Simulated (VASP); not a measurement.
Calculation: PBE GGA, VASP's PBE PAW potentials (set 64) (plane waves; VASP).

Input for VASP

### POSCAR
```
Mo
1
   -1.5464061499     1.5464061499     1.5464061499
    1.5464061499    -1.5464061499     1.5464061499
    1.5464061499     1.5464061499    -1.5464061499
Mo
1
Direct
  0.0000000000   0.0000000000   0.0000000000
```

### KPOINTS
```
Automatic mesh
0
gamma
 16 16 16
```

### INCAR
```
SYSTEM = Mo
PREC = Accurate; ENCUT = 500; LREAL = .FALSE.
LASPH = .TRUE.
EDIFF = 1E-6; NELM = 100; ALGO = Normal
LMAXMIX = 4
ISMEAR = 1; SIGMA = 0.1
GGA = PE
IBRION = 2; NSW = 40; ISIF = 3
EDIFFG = -0.02; PSTRESS = 200
LWAVE = .FALSE.; LCHARG = .FALSE.
```

POTCAR, in this order: Mo_sv (PBE.64 set). Program: vasp_std.

What VASP printed:

**OSZICAR**
```
       N       E                     dE             d eps       ncg     rms          rms(c)
DAV:   1     0.867706602577E+02    0.86771E+02   -0.82043E+03  3215   0.128E+03
DAV:   2    -0.102663825586E+02   -0.97037E+02   -0.93754E+02  3385   0.335E+02
DAV:   3    -0.114804649196E+02   -0.12141E+01   -0.12061E+01  3697   0.378E+01
DAV:   4    -0.114835295738E+02   -0.30647E-02   -0.30645E-02  3469   0.223E+00
DAV:   5    -0.114835455225E+02   -0.15949E-04   -0.15948E-04  3733   0.156E-01    0.167E+01
DAV:   6    -0.109603958748E+02    0.52315E+00   -0.89877E-01  3424   0.117E+01    0.506E+00
DAV:   7    -0.108838136147E+02    0.76582E-01   -0.20032E-01  3688   0.520E+00    0.826E-01
DAV:   8    -0.108800772995E+02    0.37363E-02   -0.37117E-03  3310   0.877E-01    0.186E-01
DAV:   9    -0.108801348363E+02   -0.57537E-04   -0.71306E-05  3760   0.116E-01    0.884E-02
DAV:  10    -0.108801426030E+02   -0.77667E-05   -0.10219E-05  3415   0.427E-02    0.777E-03
DAV:  11    -0.108801430151E+02   -0.41206E-06   -0.95903E-08  2056   0.350E-03
   1 F= -.90336396E+01 E0= -.90337209E+01  d E =-.903364E+01
```

File OUTCAR:
```
------------------------ aborting loop because EDIFF is reached ----------------------------------------
  FORCE on cell =-STRESS in cart. coord.  units (eV):
  Direction    XX          YY          ZZ          XY          YZ          ZX
  --------------------------------------------------------------------------------------
  Total        1.8439402      1.8439402      1.8439402     -0.0000000     -0.0000000      0.0000000
  in kB      199.7223788    199.7223788    199.7223788     -0.0000000     -0.0000000      0.0000000
  external PRESSURE =      -0.2776212 kB  Pullay stress =     200.0000000 kB
  volume of cell :       14.79
      direct lattice vectors                 reciprocal lattice vectors
    -1.546406150  1.546406150  1.546406150     0.000000000  0.323330323  0.323330323
     1.546406150 -1.546406150  1.546406150     0.323330323  0.000000000  0.323330323
     1.546406150  1.546406150 -1.546406150     0.323330323  0.323330323  0.000000000
 POSITION                                       TOTAL-FORCE (eV/Angst)
 -----------------------------------------------------------------------------------
      0.00000      0.00000      0.00000        -0.000000     -0.000000      0.000000
 -----------------------------------------------------------------------------------
    total drift:                                0.000000      0.000000      0.000000
  FREE ENERGIE OF THE ION-ELECTRON SYSTEM (eV)
  ---------------------------------------------------
  free  energy   TOTEN  =       -10.8801430151 eV

  energy  without entropy=      -10.8803868884  energy(sigma->0) =      -10.88022431
  enthalpy is  TOTEN    =        -9.0336396260 eV   P V=        1.8465033891

 reached required accuracy - stopping structural energy minimisation
```
(Selected blocks of OUTCAR.)

The compound is Mo in the bcc structure. It was relaxed first under an external pressure of 20 GPa.
